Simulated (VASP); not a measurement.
```
CELL_PARAMETERS angstrom
      2.85087     0.00000     0.00000
     -1.42543     2.46892     0.00000
      0.00000     0.00000     4.84424
ATOMIC_POSITIONS crystal
  V  0.00000 0.00000 0.00000
  O  0.33333 0.66667 0.20587
  O  0.66667 0.33333 0.79413
```
Starting moments (μB, in the order of the record's atoms V O O): 1.0 0.0 0.0.

These are PBEsol GGA, VASP's PBE PAW potentials (set 64) (plane waves; VASP) values and carry that method's errors. Numerical set-up: 520 eV cut-off, 14×14×7 Γ-centred mesh, tetrahedra with Blöchl corrections, potentials V_sv O.

The cores are frozen, which limits the accuracy of field gradients. Without a dispersion term in the relaxation, distances and binding between the weakly bound layers, chains or molecules are unreliable, and so is what depends on them. The moments were started parallel, and other spin orders were not tried in this run.

**Question.** Give the principal components of the electric field gradient (V/Å²) and the asymmetry η at each nucleus.

**Answer.** 
```csv
atom,Vxx,Vyy,Vzz,η
V1,7.9,7.9,-15.9,0.00
O2,3.5,3.5,-7.1,0.00
O3,3.5,3.5,-7.1,0.00
```

The structure was generated: VO2 was put into the CdI2 type (P-3m1), which need not be its known phase. It was relaxed first, which changed the volume by +18 %.
